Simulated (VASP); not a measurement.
Consider the following.

```xyz
2
Lattice="1.3460 -2.3313 0.0000 1.3460 2.3313 0.0000 0.0000 0.0000 4.7250" Properties=species:S:1:pos:R:3 pbc="T T T"
Zn     1.3460     0.7771     1.1813
Zn     1.3460    -0.7771     3.5438
```

All values below come from PBE GGA with D4 dispersion, VASP's PBE PAW potentials (set 64) (plane waves; VASP). Run with 520 eV cut-off, 16×16×8 Γ-centred mesh, first-order Methfessel-Paxton smearing of 0.10 eV, potentials Zn.

Q: The ions and cell shape at fixed volume are relaxed. Predict the relaxed structure.

A: 
```xyz
2
Lattice="1.3243 -2.2937 0.0000 1.3243 2.2937 0.0000 0.0000 0.0000 4.8812" Properties=species:S:1:pos:R:3 pbc="T T T"
Zn     1.3243     0.7646     1.2203
Zn     1.3243    -0.7646     3.6609
```
Space group P6_3/mmc (194), at a tolerance of 0.03 Å.

Q: How much energy does the relaxation gain?

A: The energy (σ→0) changes by -7.1 meV/atom, in 5 ionic steps.

The compound is Zn in the hcp structure. This cell is one point of a volume scan, at 1.03 of the reference volume. Symmetry was kept, so distortions that lower it aren't found.
